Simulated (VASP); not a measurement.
```
CELL_PARAMETERS angstrom
      3.58816    -1.92458    -0.00815
      3.58816     1.92458    -0.00815
     -0.70074     0.00000    10.62677
ATOMIC_POSITIONS crystal
  Y  0.14291 0.14291 0.12887
  Y  0.85709 0.85709 0.87113
  C  0.57790 0.57790 0.96981
  C  0.42210 0.42210 0.03019
  I  0.17408 0.17408 0.67526
  I  0.82592 0.82592 0.32474
```

All values below come from PBEsol GGA with spin-orbit coupling, VASP's PBE PAW potentials (set 64) (plane waves; VASP). Numerical set-up: 520 eV cut-off, 8×8×3 Γ-centred mesh, Gaussian smearing of 0.050 eV, potentials Y_sv C I.

Without a dispersion term in the relaxation, distances and binding between the weakly bound layers, chains or molecules are unreliable, and so is what depends on them.

Give the energies of bands 37 to 50 at the high-symmetry points, in eV from the Fermi level.

```json
[
 {"band": "37", "Γ": "-1.83", "C": "-3.30", "Y2": "-2.81", "M2": "-2.81", "D": "-3.24", "A": "-1.99", "V2": "-3.30"},
 {"band": "38", "Γ": "-1.83", "C": "-3.30", "Y2": "-2.81", "M2": "-2.81", "D": "-3.24", "A": "-1.99", "V2": "-3.30"},
 {"band": "39", "Γ": "-1.54", "C": "-3.18", "Y2": "-2.12", "M2": "-2.23", "D": "-3.16", "A": "-1.47", "V2": "-2.58"},
 {"band": "40", "Γ": "-1.54", "C": "-3.18", "Y2": "-2.12", "M2": "-2.23", "D": "-3.16", "A": "-1.47", "V2": "-2.58"},
 {"band": "41", "Γ": "-1.21", "C": "-2.97", "Y2": "-2.10", "M2": "-1.99", "D": "-3.05", "A": "-1.29", "V2": "-2.53"},
 {"band": "42", "Γ": "-1.21", "C": "-2.97", "Y2": "-2.10", "M2": "-1.99", "D": "-3.05", "A": "-1.29", "V2": "-2.53"},
 {"band": "43", "Γ": "-0.48", "C": "0.04", "Y2": "-0.47", "M2": "-0.42", "D": "0.01", "A": "-0.47", "V2": "-1.83"},
 {"band": "44", "Γ": "-0.48", "C": "0.04", "Y2": "-0.47", "M2": "-0.42", "D": "0.01", "A": "-0.47", "V2": "-1.83"},
 {"band": "45", "Γ": "0.08", "C": "0.22", "Y2": "2.01", "M2": "1.67", "D": "0.28", "A": "0.15", "V2": "1.93"},
 {"band": "46", "Γ": "0.08", "C": "0.22", "Y2": "2.01", "M2": "1.67", "D": "0.28", "A": "0.15", "V2": "1.93"},
 {"band": "47", "Γ": "0.82", "C": "1.73", "Y2": "2.49", "M2": "2.36", "D": "1.89", "A": "0.87", "V2": "2.15"},
 {"band": "48", "Γ": "0.82", "C": "1.73", "Y2": "2.49", "M2": "2.36", "D": "1.89", "A": "0.87", "V2": "2.15"},
 {"band": "49", "Γ": "1.94", "C": "3.18", "Y2": "2.79", "M2": "2.76", "D": "2.73", "A": "1.97", "V2": "2.97"},
 {"band": "50", "Γ": "1.94", "C": "3.18", "Y2": "2.80", "M2": "2.76", "D": "2.73", "A": "1.97", "V2": "2.97"}
]
```

It has no gap at this level: it comes out as a metal or semimetal.

The structure comes from a computed database's YCI entry (C2/m); how it stands against other phases isn't given here. It was relaxed first.
